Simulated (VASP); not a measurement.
These are PBEsol GGA, VASP's PBE PAW potentials (set 64) (plane waves; VASP) values and carry that method's errors.

VASP input:

### INCAR
```
# general
SYSTEM   = CsH
PREC     = Accurate
ENCUT    = 400   # plane-wave cut-off (eV)
LREAL    = .False.   # projection in real space or not
LASPH    = .True.   # aspherical one-centre terms

# electronic loop
EDIFF    = 1E-8
NELM     = 100
ALGO     = Normal
LMAXMIX  = 4

# smearing
ISMEAR   = 0   # Gaussian
SIGMA    = 0.01   # width (eV)

# functional
GGA      = PS

# ions
IBRION   = 8
NSW      = 1

# output
LWAVE    = .False.
LCHARG   = .False.

# other
LEPSILON = .True.
```

**POSCAR**
```
CsH
1.0
  3.7242038107   0.0000000000   0.0000000000
  0.0000000000   3.7242038107   0.0000000000
  0.0000000000   0.0000000000   3.7242038107
Cs H
1 1
Direct
  0.0000000000   0.0000000000   0.0000000000
  0.5000000000   0.5000000000   0.5000000000
```

File KPOINTS:
```
Automatic mesh
0
Gamma
7 7 7
0 0 0
```

POTCAR, in this order: Cs_sv H (PBE.64 set). Program: vasp_std.

The run wrote:

**OUTCAR**
```


 HEAD OF MICROSCOPIC STATIC DIELECTRIC TENSOR (INDEPENDENT PARTICLE, excluding Hartree and local field effects)
 ------------------------------------------------------
           4.152553     0.000000     0.000000
           0.000000     4.152553     0.000000
          -0.000000     0.000000     4.152553
 ------------------------------------------------------

 MACROSCOPIC STATIC DIELECTRIC TENSOR (including local field effects in DFT)
 ------------------------------------------------------
           3.950272     0.000000    -0.000000
           0.000000     3.950272     0.000000
          -0.000000     0.000000     3.950272
 ------------------------------------------------------

 PIEZOELECTRIC TENSOR (including local field effects)  for field in x, y, z        (e  Angst)
          XX          YY          ZZ          XY          YZ          ZX
  --------------------------------------------------------------------------------
  x     0.00000     0.00000     0.00000     0.00000     0.00000     0.00000
  y     0.00000     0.00000     0.00000     0.00000     0.00000     0.00000
  z     0.00000     0.00000     0.00000     0.00000     0.00000     0.00000

 PIEZOELECTRIC TENSOR (including local field effects)  for field in x, y, z        (C/m^2)
          XX          YY          ZZ          XY          YZ          ZX
  --------------------------------------------------------------------------------
  x     0.00000     0.00000     0.00000     0.00000     0.00000     0.00000
  y     0.00000     0.00000     0.00000     0.00000     0.00000     0.00000
  z     0.00000     0.00000     0.00000     0.00000     0.00000     0.00000

 BORN EFFECTIVE CHARGES (including local field effects) (in |e|, cummulative output)
 ---------------------------------------------------------------------------------
 ion    1
    1     1.16314    -0.00000    -0.00000
    2    -0.00000     1.16314    -0.00000
    3    -0.00000    -0.00000     1.16314
 ion    2
    1    -1.16314     0.00000     0.00000
    2     0.00000    -1.16314     0.00000
    3     0.00000     0.00000    -1.16314
```
(Selected blocks of OUTCAR.)

The structure comes from a computed database's CsH entry (Pm-3m); how it stands against other phases isn't given here. It was relaxed first, which changed the volume by -7 %.
